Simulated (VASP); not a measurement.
Method: SCAN meta-GGA, VASP's PBE PAW potentials (set 64) (plane waves; VASP).

Input for VASP

**INCAR**
```
# general
SYSTEM   =  MgB2
PREC     =  Accurate
ENCUT    =  520
LREAL    =  F
LASPH    =  T

# electronic loop
EDIFF    =  1E-7
NELM     =  100
ALGO     =  Normal
LMIXTAU  =  T

# smearing
ISMEAR   =  1
SIGMA    =  0.1

# functional
METAGGA  =  SCAN

# ions
IBRION   =  2
NSW      =  30
ISIF     =  4
EDIFFG   =  -0.01

# output
LWAVE    =  F
LCHARG   =  F
```

### POSCAR
```
MgB2
1
    1.5642069484    -2.7092854115     0.0000000000
    1.5642069484     2.7092854115     0.0000000000
    0.0000000000     0.0000000000     3.5421652025
Mg B
1 2
Direct
  0.0000000000   0.0000000000   0.0000000000
  0.3333330000   0.6666670000   0.5000000000
  0.6666670000   0.3333330000   0.5000000000
```

KPOINTS:
```
Automatic mesh
0
Gamma
11 11 9
0 0 0
```

POTCAR, in this order: Mg B (PBE.64 set). Program: vasp_std.

### Question
What does the run give for the energy per atom (σ→0), band gap (on the k-mesh)?

### Answer

| Property | Value |
|---|---|
| energy per atom (σ→0) | -6.786 eV/atom |
| band gap (on the k-mesh) | none (metal, semimetal or under 0.01 eV) |

**OSZICAR**
```
...
DAV:   4    -0.203573488410E+02   -0.37094E-05   -0.17403E-04  1280   0.189E-01    0.326E-03
DAV:   5    -0.203573373616E+02    0.11479E-04   -0.10045E-04  1280   0.135E-01    0.840E-04
DAV:   6    -0.203573403596E+02   -0.29980E-05   -0.33427E-06  1584   0.275E-02    0.542E-04
DAV:   7    -0.203573409555E+02   -0.59590E-06   -0.95988E-08  1480   0.387E-03    0.382E-04
DAV:   8    -0.203573410856E+02   -0.13009E-06   -0.40268E-08  1296   0.256E-03    0.287E-04
DAV:   9    -0.203573404511E+02    0.63453E-06   -0.31294E-08   840   0.278E-03    0.885E-05
DAV:  10    -0.203573405011E+02   -0.49989E-07   -0.36197E-09   640   0.878E-04
   4 F= -.20357341E+02 E0= -.20357226E+02  d E =-.109122E-01
```

The compound is MgB2 in the AlB2 type structure. This cell is one point of a volume scan, at 1.06 of the reference volume. Symmetry was kept, so distortions that lower it aren't found.
